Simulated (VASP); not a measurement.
Input:

```
CELL_PARAMETERS angstrom
      0.00000     2.53518     2.53518
      2.53518     0.00000     2.53518
      2.53518     2.53518     0.00000
ATOMIC_POSITIONS crystal
  Hf 0.00000 0.00000 0.00000
  O  0.25000 0.25000 0.25000
  O  0.75000 0.75000 0.75000
```

Method: PBE GGA, VASP's PBE PAW potentials (set 64) (plane waves; VASP 6.6.1). Settings: 620 eV cut-off, 8×8×8 Γ-centred mesh, Gaussian smearing of 0.050 eV, potentials Hf_pv O.

Unless said otherwise, spin-orbit coupling is left out, though it shifts the bands of the heavy elements here.

### Question
Predict the energy per atom (σ→0), band gap (on the k-mesh) with the smallest direct gap where there is one.

### Answer

The band gap (on the k-mesh) is 3.80 eV, the smallest direct gap (on the k-mesh) comes out as 3.80 eV and the energy per atom (σ→0) comes out as -10.085 eV/atom.

Only differences to runs with the same potentials and settings are physical.

The compound is HfO2 in the fluorite structure, the high-temperature cubic form, which is unstable at 0 K; the monoclinic form is the stable one. It was relaxed first.
